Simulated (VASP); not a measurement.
Runs of VASP 6.6.1 on SnO2 (Cassiterite). The structure is tetragonal, space group P4_2/mnm (No. 136). Conventional cell: a = 4.645 Å, b = 4.645 Å, c = 3.183 Å, α = 90.00°, β = 90.00°, γ = 90.00°. Sn (site symmetry mmm) is surrounded by 6 O at 2.01 to 2.04 Å. O (site symmetry m2m) has 3 Sn at 2.01 to 2.04 Å as nearest neighbours. 

| task | cell | cutoff (eV) | gap on the mesh (eV) | pressure (GPa) | largest force (eV/Å) |
| --- | --- | --- | --- | --- | --- |
| single point | P4_2/mnm, 11.44 Å³/atom | 520 | 1.67 | (c) | 0.01 |
| single point | P4_2/mnm, 12.58 Å³/atom | 520 | 0.67 | 0.6 | 0.01 |
| relaxation of shape and atoms at fixed volume | relaxed at fixed volume | 600 | (b) | -4.2 | - |
| single point | P4_2/mnm, 12.95 Å³/atom | 520 | 0.41 | (a) | 0.02 |

Alike in all rows: level PBE; potentials or basis VASP PAW PBE potentials, release 64 (Sn_d, O); no spin polarisation; k mesh 6 × 6 × 8; smearing gaussian 0.02 eV.

Problem. Estimate the missing entries.

Solution. (a) -4.0; (b) 0.40; (c) 21.1.

Caveats: spin-orbit coupling is left out, which moves the levels of the heavy elements; so large a pressure means that the cell lies far from this level's equilibrium, or that cutoff or potentials fall short (some runs).

A k mesh can miss the band edges, and the runs leave out spin-orbit coupling on Sn.
